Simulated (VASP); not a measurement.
Method: PW91 GGA, VASP's PBE PAW potentials (set 64) (plane waves; VASP).

Input for VASP

### POSCAR
```
Os
1.0
  1.3824597150  -2.3944900999   0.0000000000
  1.3824597150   2.3944900999   0.0000000000
  0.0000000000   0.0000000000   4.3550956866
Os
2
Cart
  1.3824597150   0.7981649630   1.0887739217
  1.3824597150  -0.7981649630   3.2663217650
```

File KPOINTS:
```
K-points
0
G
  14 14 8
```

### INCAR
```
SYSTEM = Os
PREC = Accurate
ENCUT = 520
EDIFF = 1E-6
NELM = 100
ALGO = Normal
LREAL = .FALSE.
LASPH = .TRUE.
ISMEAR = 1
SIGMA = 0.1
GGA = 91
LMAXMIX = 6
LWAVE = .FALSE.
LCHARG = .FALSE.
IBRION = 2
ISIF = 3
NSW = 60
EDIFFG = -0.01
```

POTCAR, in this order: Os (PBE.64 set). Program: vasp_std.

Unless said otherwise, spin-orbit coupling is left out, though it shifts the bands of the heavy elements here.

**Question.** Estimate the energy per atom (σ→0), band gap (on the k-mesh).

**Answer.** 
- energy per atom (σ→0): -1078.1 kJ/mol-atom
- band gap (on the k-mesh): none (metal, semimetal or under 0.01 eV)

**OSZICAR**
```
...
DAV:   6    -0.226732972166E+02    0.11584E+01   -0.13546E+00  3124   0.109E+01    0.101E+01
DAV:   7    -0.223566043011E+02    0.31669E+00   -0.85920E-01  3356   0.853E+00    0.472E-01
DAV:   8    -0.223507694503E+02    0.58349E-02   -0.74374E-03  2924   0.702E-01    0.285E-01
DAV:   9    -0.223485221370E+02    0.22473E-02   -0.14723E-03  3128   0.452E-01    0.563E-02
DAV:  10    -0.223485578499E+02   -0.35713E-04   -0.51252E-05  3220   0.710E-02    0.106E-02
DAV:  11    -0.223485310291E+02    0.26821E-04   -0.55347E-06  3004   0.271E-02    0.781E-04
DAV:  12    -0.223485304296E+02    0.59951E-06   -0.12980E-07  1512   0.397E-03
   1 F= -.22348530E+02 E0= -.22348143E+02  d E =-.223485E+02
```

The compound is Os in the hcp structure. It was relaxed first. The start is the result of an earlier pass.
